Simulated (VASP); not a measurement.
Consider the following.

```
CELL_PARAMETERS angstrom
      0.00000     1.81057     1.81057
      1.81057     0.00000     1.81057
      1.81057     1.81057     0.00000
ATOMIC_POSITIONS crystal
  B  0.00000 0.00000 0.00000
  N  0.25000 0.25000 0.25000
```

The numbers are results of optB86b-vdW, VASP's PBE PAW potentials (set 64) (plane waves; VASP 6.6.1), not measurements. Settings: 520 eV cut-off, Gaussian smearing of 0.050 eV, potentials B N.

Problem. Give the energies of bands 2 to 7 at the high-symmetry points, in eV from the valence-band maximum.

Solution. 
| band | Γ | X | U | L | W |
|---|---|---|---|---|---|
| 2 | 0.00 | -8.85 | -8.06 | -10.61 | -7.52 |
| 3 | 0.00 | -4.86 | -7.60 | -1.92 | -6.91 |
| 4 | 0.00 | -4.86 | -4.04 | -1.92 | -6.45 |
| 5 | 8.84 | 4.51 | 6.95 | 10.16 | 9.60 |
| 6 | 8.84 | 9.26 | 12.87 | 10.71 | 13.31 |
| 7 | 8.84 | 17.86 | 15.78 | 10.71 | 14.50 |

The gap is indirect, 4.51 eV, from the valence maximum at Γ to the conduction minimum at X.

Measured: gap 6.20 eV at 300 K (computed value off by -1.69 eV), as given by arXiv:1206.3780.

The compound is BN in the zinc blende structure. It was relaxed first.
